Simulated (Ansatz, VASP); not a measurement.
# TiB2 in two plane-wave programs, part 2 of 2

Aim: how closely do two programs agree when they are given the same cell, functional and k mesh? The structure shown comes from an earlier Ansatz run, which isn't shown and may have moved the atoms alone.

VASP 6.6.1 and Ansatz 0.2.0.

So far: Starting point; Ansatz: elastic constants, PBEsol.

## Step 3: VASP: elastic constants, PBEsol

Level of this step: PBEsol; plane waves and PAW (Ti_sv, B) (VASP).

The same cell, functional, mesh and smearing now go to VASP, with its own data sets.

Lines of VASP's logs that name or quote its potential files are left out, and so is its time.

Contents of INCAR:

```
SYSTEM = TiB2
PREC = Accurate
ENCUT = 500
EDIFF = 1E-08
NELM = 120
ISMEAR = 1
SIGMA = 0.25
LREAL = .FALSE.
ALGO = Normal
GGA = PS
NBANDS = 15
LASPH = .TRUE.
LORBIT = 11
LWAVE = .FALSE.
LCHARG = .FALSE.
ISIF = 3
IBRION = 6
NFREE = 2
POTIM = 0.015
NSW = 1
GGA_COMPAT = .FALSE.
KPAR = 2
```

Contents of POSCAR:

```
TiB2
1.0
    3.0173838522      0.0000000000      0.0000000000
   -1.5086919261      2.6131310690      0.0000000000
    0.0000000000      0.0000000000      3.1847547815
Ti B
1 2
Direct
    0.0000000000      0.0000000000      0.0000000000
    0.3333333333      0.6666666667      0.5000000000
    0.6666666667      0.3333333333      0.5000000000
```

Contents of KPOINTS:

```
Automatic mesh
0
Gamma
24 24 18
0 0 0
```

The projector-augmented-wave data sets are Ti_sv and B (PBE family, release 64).

Launch:

```sh
$ mpirun -np 2 vasp_std
```

Numbers of over 12 decimals in the logs are rounded to 6 here.

The log of the run:

```text
[banner, memory and clock lines left out]
running    2 mpi-ranks, on    1 nodes
 distrk:  each k-point on    1 cores,    2 groups
 distr:  one band on    1 cores,    1 groups

 POSCAR found type information on POSCAR TiB
 POSCAR found :  2 types and       3 ions
|                                                                             |
|               ----> ADVICE to this user running VASP <----                  |
|                                                                             |
|     You enforced a specific xc type in the INCAR file but a different       |
|     [... a line on the potential file left out ...]
|     I HOPE YOU KNOW WHAT YOU ARE DOING!                                     |
|                                                                             |

 LDA part: xc-table for (Slater+PW92), standard interpolation
 POSCAR, INCAR and KPOINTS ok, starting setup
 FFT: planning ... GRIDC
 FFT: planning ... GRID_SOFT
 FFT: planning ... GRID
 WAVECAR not read
 entering main loop
       N       E                     dE             d eps       ncg     rms          rms(c)
DAV:   1     0.120890081799E+03    0.12089E+03   -0.89160E+03 18328   0.134E+03
DAV:   2    -0.232061984658E+02   -0.14410E+03   -0.13945E+03 19231   0.355E+02
DAV:   3    -0.306395595099E+02   -0.74334E+01   -0.73445E+01 26479   0.785E+01
DAV:   4    -0.308355266819E+02   -0.19597E+00   -0.19581E+00 22489   0.113E+01
DAV:   5    -0.308406394692E+02   -0.51128E-02   -0.51125E-02 27029   0.156E+00    0.176E+01
DAV:   6    -0.257777886587E+02    0.50629E+01   -0.20617E+01 25530   0.523E+01    0.389E+00
DAV:   7    -0.257905530911E+02   -0.12764E-01   -0.11389E+00 19406   0.121E+01    0.355E+00
DAV:   8    -0.257936488124E+02   -0.30957E-02   -0.87319E-02 30310   0.253E+00    0.693E-01
DAV:   9    -0.257918572402E+02    0.17916E-02   -0.30049E-02 22852   0.233E+00    0.200E-01
DAV:  10    -0.257916201222E+02    0.23712E-03   -0.32468E-03 23322   0.747E-01    0.107E-01
DAV:  11    -0.257915624671E+02    0.57655E-04   -0.19828E-04 25276   0.152E-01    0.596E-02
DAV:  12    -0.257915419698E+02    0.20497E-04   -0.73549E-05 22228   0.107E-01    0.158E-02
DAV:  13    -0.257915420190E+02   -0.49223E-07   -0.47207E-06 23764   0.192E-02    0.287E-03
DAV:  14    -0.257915418357E+02    0.18330E-06   -0.69828E-07 26395   0.892E-03    0.769E-04
DAV:  15    -0.257915418907E+02   -0.55064E-07   -0.26710E-08 17654   0.202E-03    0.381E-04
DAV:  16    -0.257915419082E+02   -0.17484E-07   -0.33784E-09 11075   0.678E-04    0.102E-04
DAV:  17    -0.257915419064E+02    0.17851E-08   -0.47640E-10  9878   0.298E-04
   1 F= -.25791542E+02 E0= -.25791731E+02  d E =0.568409E-03
[... from here on, the cycles between the ionic steps are left out ...]
   2 F= -.25780740E+02 E0= -.25780960E+02  d E =0.661330E-03
  13 F= -.25786651E+02 E0= -.25786845E+02  d E =0.580432E-03
  14 F= -.25789841E+02 E0= -.25790031E+02  d E =0.570553E-03
  15 F= -.25789841E+02 E0= -.25790031E+02  d E =0.570554E-03
  16 F= -.25789808E+02 E0= -.25789995E+02  d E =0.559619E-03
  17 F= -.25789808E+02 E0= -.25789995E+02  d E =0.559617E-03
  18 F= -.25789293E+02 E0= -.25789489E+02  d E =0.589887E-03
  19 F= -.25789293E+02 E0= -.25789489E+02  d E =0.589889E-03
  20 F= -.25790410E+02 E0= -.25790601E+02  d E =0.572676E-03
 Finite differences progress:
  Degree of freedom:  10/ 10
  Displacement:        1/  2
  Total:              19/ 20
 bond charge predicted
       N       E                     dE             d eps       ncg     rms          rms(c)
DAV:   1    -0.257918265954E+02   -0.14169E-02   -0.64336E-01 29841   0.453E+00    0.188E-01
DAV:   2    -0.257907486440E+02    0.10780E-02   -0.62469E-03 37583   0.687E-01    0.938E-02
DAV:   3    -0.257904050700E+02    0.34357E-03   -0.98631E-04 37044   0.207E-01    0.187E-02
DAV:   4    -0.257904094030E+02   -0.43329E-05   -0.93340E-05 36128   0.106E-01    0.706E-03
DAV:   5    -0.257904096498E+02   -0.24685E-06   -0.21228E-06 38271   0.129E-02    0.238E-03
DAV:   6    -0.257904096653E+02   -0.15503E-07   -0.10424E-07 37780   0.444E-03    0.476E-04
DAV:   7    -0.257904096657E+02   -0.41405E-09   -0.86866E-09 23820   0.104E-03
  21 F= -.25790410E+02 E0= -.25790601E+02  d E =0.572682E-03
 Finite differences progress:
  Degree of freedom:  10/ 10
  Displacement:        2/  2
  Total:              20/ 20
```

Parts of OUTCAR (step 3):

```text
ion  position               nearest neighbor table
   1  0.000  0.000  0.000-   2 2.36   3 2.36   2 2.36   3 2.36   3 2.36   3 2.36   2 2.36   2 2.36
                             3 2.36   3 2.36   2 2.36   2 2.36
   2  0.333  0.667  0.500-   3 1.74   3 1.74   3 1.74   1 2.36   1 2.36   1 2.36   1 2.36   1 2.36
                             1 2.36
   3  0.667  0.333  0.500-   2 1.74   2 1.74   2 1.74   1 2.36   1 2.36   1 2.36   1 2.36   1 2.36
                             1 2.36

  LATTYP: Found a hexagonal cell.
 ALAT       =     3.0173838522
 C/A-ratio  =     1.0554688888

 Subroutine GETGRP returns: Found 24 space group operations
 (whereof 24 operations were pure point group operations)

The static configuration has the point symmetry D_6h.

 Found    610 irreducible k-points:

   k-points           NKPTS =    610   k-points in BZ     NKDIM =    610   number of bands    NBANDS=     15

   dimension x,y,z NGX =    24 NGY =   24 NGZ =   24
   dimension x,y,z NGXF=    48 NGYF=   48 NGZF=   48

   ENCUT  =  500.0 eV  36.75 Ry    6.06 a.u.   5.50  5.50  5.81*2*pi/ulx,y,z

   NELECT =      18.0000    total number of electrons

 k-points in reciprocal lattice and weights: Automatic mesh
   0.00000000  0.00000000  0.00000000       0.000
   0.04166667  0.00000000  0.00000000       0.001
   0.08333333  0.00000000  0.00000000       0.001
   0.12500000  0.00000000  0.00000000       0.001
   0.16666667  0.00000000  0.00000000       0.001
   0.20833333  0.00000000  0.00000000       0.001
   0.25000000  0.00000000  0.00000000       0.001
   0.29166667  0.00000000  0.00000000       0.001
   0.33333333  0.00000000  0.00000000       0.001
[...]
14      15.9267      0.00000
    ...

 k-point     2 :       0.0417    0.0000    0.0000
  band No.  band energies     occupation
    ...
      5      -3.3965      2.00000
      6       7.3415      2.00000
      7       7.4349      2.00000
      8       7.8907      2.00000
      9       8.0064      2.00000
     10      12.0971     -0.00000
     11      12.1712     -0.00000
     12      13.8151     -0.00000
     13      13.8362     -0.00000
     14      16.1054      0.00000
    ...

 k-point     3 :       0.0833    0.0000    0.0000
  band No.  band energies     occupation
    ...
      5      -3.2949      2.00000
      6       7.0590      2.00000
      7       7.4203      2.00000
      8       7.8161      2.00000
      9       8.0421      2.00000
     10      12.0668     -0.00000
     11      12.3519     -0.00000
     12      13.4312     -0.00000
     13      13.5212     -0.00000
     14      16.4813      0.00000
    ...

 k-point     4 :       0.1250    0.0000    0.0000
  band No.  band energies     occupation
    ...
      5      -3.1274      2.00000
      6       6.6254      2.00000
      7       7.3924      2.00000
      8       7.6948      2.00000
      9       8.1099      2.00000
     10      12.0191     -0.00000
     11      12.6213     -0.00000
     12      13.0154     -0.00000
     13      13.2095     -0.00000
     14      16.8526      0.00000
    ...

  Total        0.0641552      0.0641552      0.0451918      0.0000000      0.0000000      0.0000000
  in kB        4.0933097      4.0933097      2.8833813      0.0000000      0.0000000      0.0000000
  external PRESSURE =       3.6900002 kB  Pullay stress =       0.0000000 kB

  energy-cutoff  :      500.00
  volume of cell :       25.11
      direct lattice vectors                 reciprocal lattice vectors
     3.017383852  0.000000000  0.000000000     0.331412922  0.191341340  0.000000000
    -1.508691926  2.613131069  0.000000000     0.000000000  0.382682680  0.000000000
     0.000000000  0.000000000  3.184754782     0.000000000  0.000000000  0.313995918

 POSITION                                       TOTAL-FORCE (eV/Angst)
 -----------------------------------------------------------------------------------
      0.00000      0.00000      0.00000        -0.000000      0.000000     -0.115690
     -0.00000      1.74209      1.57738        -0.000000      0.000000      0.151104
      1.50869      0.87104      1.59238         0.000000     -0.000000     -0.035413
 -----------------------------------------------------------------------------------
    total drift:                               -0.000000     -0.000000     -0.000035

  FREE ENERGIE OF THE ION-ELECTRON SYSTEM (eV)
  ---------------------------------------------------
  free  energy   TOTEN  =       -25.7904096657 eV

  energy  without entropy=      -25.7909823476  energy(sigma->0) =      -25.79060056

  SYMMETRIZED ELASTIC MODULI (kBar)
 Direction    XX          YY          ZZ          XY          YZ          ZX
 --------------------------------------------------------------------------------
 XX        6844.6418    653.3042   1105.7602      0.0000     -0.0000     -0.0000
 YY         653.3042   6844.6418   1105.7602      0.0000     -0.0000      0.0000
 ZZ        1105.7602   1105.7602   4752.6237      0.0000      0.0000      0.0000
 XY           0.0000      0.0000      0.0000   3095.6688     -0.0000      0.0000
 YZ          -0.0000     -0.0000      0.0000      0.0000   2767.9541      0.0000
 ZX          -0.0000      0.0000      0.0000      0.0000      0.0000   2767.9537
 --------------------------------------------------------------------------------

 Eigenvectors and eigenvalues of the dynamical matrix
 ----------------------------------------------------

   1 f  =   27.077614 THz   170.133666 2PiTHz  903.211981 cm-1   111.983963 meV
             X         Y         Z           dx          dy          dz
      0.000000  0.000000  0.000000    -0.000000   -0.000000   -0.000000
     -0.000000  1.742087  1.592377     0.000004   -0.707107    0.000000
      1.508692  0.871044  1.592377    -0.000004    0.707107    0.000000

   2 f  =   27.077614 THz   170.133666 2PiTHz  903.211981 cm-1   111.983963 meV
             X         Y         Z           dx          dy          dz
      0.000000  0.000000  0.000000     0.000000    0.000000   -0.000000
     -0.000000  1.742087  1.592377    -0.707107   -0.000004    0.000000
      1.508692  0.871044  1.592377     0.707107    0.000004    0.000000

   3 f  =   16.764847 THz   105.336638 2PiTHz  559.215090 cm-1    69.333803 meV
             X         Y         Z           dx          dy          dz
      0.000000  0.000000  0.000000    -0.000000   -0.000000    0.000000
     -0.000000  1.742087  1.592377     0.000000    0.000000   -0.707107
      1.508692  0.871044  1.592377     0.000000    0.000000    0.707107

   4 f  =   15.909353 THz    99.961411 2PiTHz  530.678883 cm-1    65.795766 meV
             X         Y         Z           dx          dy          dz
      0.000000  0.000000  0.000000    -0.000000   -0.000000    0.557701
     -0.000000  1.742087  1.592377     0.000000    0.000000   -0.586928
      1.508692  0.871044  1.592377     0.000000    0.000000   -0.586928

   5 f  =   15.754143 THz    98.986198 2PiTHz  525.501637 cm-1    65.153870 meV
             X         Y         Z           dx          dy          dz
      0.000000  0.000000  0.000000    -0.000012    0.557701    0.000000
     -0.000000  1.742087  1.592377     0.000013   -0.586928   -0.000000
      1.508692  0.871044  1.592377     0.000013   -0.586928   -0.000000

   6 f  =   15.754143 THz    98.986198 2PiTHz  525.501637 cm-1    65.153870 meV
             X         Y         Z           dx          dy          dz
      0.000000  0.000000  0.000000    -0.557701   -0.000012   -0.000000
     -0.000000  1.742087  1.592377     0.586928    0.000013    0.000000
      1.508692  0.871044  1.592377     0.586928    0.000013    0.000000

   7 f/i=    0.001174 THz     0.007379 2PiTHz    0.039172 cm-1     0.004857 meV
             X         Y         Z           dx          dy          dz
      0.000000  0.000000  0.000000     0.140803   -0.818013    0.000000
     -0.000000  1.742087  1.592377     0.066896   -0.388639    0.000000
      1.508692  0.871044  1.592377     0.066896   -0.388639    0.000000

   8 f/i=    0.001174 THz     0.007379 2PiTHz    0.039172 cm-1     0.004857 meV
             X         Y         Z           dx          dy          dz
      0.000000  0.000000  0.000000    -0.818013   -0.140803   -0.000000
     -0.000000  1.742087  1.592377    -0.388639   -0.066896   -0.000000
      1.508692  0.871044  1.592377    -0.388639   -0.066896   -0.000000

   9 f/i=    0.001185 THz     0.007443 2PiTHz    0.039512 cm-1     0.004899 meV
             X         Y         Z           dx          dy          dz
      0.000000  0.000000  0.000000     0.000000   -0.000000   -0.830042
     -0.000000  1.742087  1.592377     0.000000   -0.000000   -0.394354
      1.508692  0.871044  1.592377     0.000000   -0.000000   -0.394354

 ELASTIC MODULI CONTR FROM IONIC RELAXATION (kBar)
 Direction    XX          YY          ZZ          XY          YZ          ZX
 --------------------------------------------------------------------------------
 XX         -55.3207     55.3207      0.0000     -0.0000      0.0000      0.0000
 YY          55.3207    -55.3207      0.0000      0.0000      0.0000      0.0000
 ZZ           0.0000      0.0000      0.0000      0.0000      0.0000      0.0000
 XY          -0.0000      0.0000      0.0000    -55.3207      0.0000      0.0000
 YZ           0.0000      0.0000      0.0000      0.0000      0.0000      0.0000
 ZX           0.0000      0.0000      0.0000      0.0000      0.0000      0.0000
 --------------------------------------------------------------------------------

 TOTAL ELASTIC MODULI (kBar)
 Direction    XX          YY          ZZ          XY          YZ          ZX
 --------------------------------------------------------------------------------
 XX        6789.3212    708.6249   1105.7602     -0.0000     -0.0000     -0.0000
 YY         708.6249   6789.3212   1105.7602      0.0000     -0.0000      0.0000
 ZZ        1105.7602   1105.7602   4752.6237      0.0000      0.0000      0.0000
 XY          -0.0000      0.0000      0.0000   3040.3481     -0.0000      0.0000
 YZ          -0.0000     -0.0000      0.0000      0.0000   2767.9541      0.0000
 ZX          -0.0000      0.0000      0.0000      0.0000      0.0000   2767.9537
 --------------------------------------------------------------------------------

 total charge
# of ion       s       p       d       tot
------------------------------------------
    1        2.183   6.224   2.072  10.479
    2        0.688   1.336   0.000   2.024
    3        0.688   1.336   0.000   2.024
--------------------------------------------------
tot          3.558   8.896   2.072  14.526

[... 2 further parts left out ...]
```

CONTCAR:

```
TiB2
   1.00000000000000
     3.0173838522000000    0.0000000000000000    0.0000000000000000
    -1.5086919261000000    2.6131310690000000    0.0000000000000000
     0.0000000000000000    0.0000000000000000    3.1847547815000001
  Ti              B
     1     2
Direct
     0.0000000000000000    0.0000000000000000    0.0000000000000000
     0.3333333332999970    0.6666666667000030    0.4952900612357555
     0.6666666667000030    0.3333333332999970    0.5000000000000000
```

Levels, forces or a CONTCAR printed for this step are those of its last displaced cell, not of the structure at rest.

## Step 4: Comparison

Known differences besides the potentials themselves: the cutoff is 420 eV in Ansatz and 500 eV in VASP; Ansatz makes its cores anew for this functional, VASP keeps those of its PBE data sets; VASP takes each elastic constant from one size of strain, Ansatz from those that its log lists. Total energies have different zeros and are not compared.

Both answers:

```
 quantity  Ansatz   VASP  difference
C11 (GPa)   677.8  678.9     -0.16 %
C22 (GPa)   677.8  678.9     -0.16 %
C33 (GPa)   475.6  475.3     +0.08 %
C12 (GPa)    70.1   70.9     -1.12 %
C13 (GPa)   110.4  110.6     -0.15 %
C23 (GPa)   110.4  110.6     -0.15 %
C44 (GPa)   276.3  276.8     -0.17 %
C55 (GPa)   276.3  276.8     -0.17 %
C66 (GPa)   303.9  304.0     -0.05 %
```

## Step 5: Results

| Item | Value |
| --- | --- |
| difference in C12 (elastic constants, PBEsol) | -1.1 % |

**Reading.** The difference in C12 is -1.1 % (elastic constants, PBEsol), within the 5 % picked in this series as the mark of a large difference. How closely two codes agree says nothing of how well the functional describes the real material.

[Lines on the potential files, build, host, timing and source positions are cut from VASP's logs without a mark.]

[Logs are printed without paths, hosts, clocks, repeated set-up lines and the standing remarks that a program may print on its own settings, such as how far it seeks lower states.]

[Hosts, paths, dates, database ids (printed as entryN), source tags and the programs' standing remarks are cut or masked in the printed files.]
